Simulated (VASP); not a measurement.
Data:

```
CELL_PARAMETERS angstrom
      0.00000     1.80750     1.80750
      1.80750     0.00000     1.80750
      1.80750     1.80750     0.00000
ATOMIC_POSITIONS crystal
  B  0.00000 0.00000 0.00000
  N  0.25000 0.25000 0.25000
```

Computed with PBE GGA, VASP's PBE PAW potentials (set 64) (plane waves; VASP). Run with 520 eV cut-off, 9×9×9 Γ-centred mesh, Gaussian smearing of 0.050 eV, potentials B N.

### Question
What does the run give for the energy per atom (σ→0), pressure?

### Answer

* **energy per atom (σ→0)**: -8.725 eV/atom
* **pressure**: 3.30 GPa

Total energies compare only between runs with the same potentials, cut-off and functional.

The compound is BN in the zinc blende structure. The cell was not relaxed at this level.
